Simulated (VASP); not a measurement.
Data:

```
Mo
1.0
   -1.58103     1.58103     1.58103
    1.58103    -1.58103     1.58103
    1.58103     1.58103    -1.58103
Mo
1
Direct
  0.00000   0.00000   0.00000
```

Method: PBE GGA, VASP's PBE PAW potentials (set 64) (plane waves; VASP 6.6.1). Settings: 500 eV cut-off, 16×16×16 Γ-centred mesh, first-order Methfessel-Paxton smearing of 0.10 eV, potentials Mo_sv.

The ions, cell shape and volume at an external pressure of 5.0 GPa are relaxed. What does this cell relax into?

```
Mo
1.0
   -1.57157     1.57157     1.57157
    1.57157    -1.57157     1.57157
    1.57157     1.57157    -1.57157
Mo
1
Direct
  0.00000   0.00000   0.00000
```
Space group Im-3m (229), at a tolerance of 0.03 Å.

How do energy and volume change from the first to the last step?

The energy (σ→0) changes by +4.3 meV/atom and the volume by -1.8 %, in 3 ionic steps.

The compound is Mo in the bcc structure. This run relaxes it under an external pressure of 5 GPa. Symmetry was kept, so distortions that lower it aren't found.
